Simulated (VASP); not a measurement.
Runs of VASP 6.6.1 on Mg. It takes space group P6_3/mmc (No. 194, hexagonal). The conventional cell has a = 3.209 Å, b = 3.209 Å, c = 5.210 Å, α = 90.00°, β = 90.00°, γ = 120.00°. Mg (site symmetry -6m2) is surrounded by 12 Mg at 3.20 to 3.21 Å. 

```csv
level,potentials or basis,cutoff (eV),gap on the mesh (eV),pressure (GPa)
PBE,"VASP PAW PBE potentials, release 64 (Mg)",520,none,(a)
PBEsol,"VASP PAW PBE potentials, release 64 (Mg_sv)",600,none,-1.5
r2SCAN,"VASP PAW PBE potentials, release 64 (Mg)",520,none,-1.4
PBEsol,"VASP PAW PBE potentials, release 64 (Mg)",500,none,-1.2
PBEsol,"VASP PAW PBE potentials, release 64 (Mg)",700,none,-1.2
```

Alike in all rows: task electric field gradients; no spin polarisation; cell as given; k mesh 12 × 12 × 7; smearing fermi-dirac 0.05 eV.

Question: Estimate the missing entries.

Answer: (a) -0.6.

Caveats: the PAW data sets were made with another functional, which shifts forces and pressure a little (some runs); the cutoff is under 1.25 times the usual one of these potentials, so pressure, stress and relaxed cells hold a basis-set (Pulay) error (some runs).

A k mesh can miss the band edges.

A gap of «none» marks a metal or a gap under the smearing width.

Not every run made on this cell is shown here.
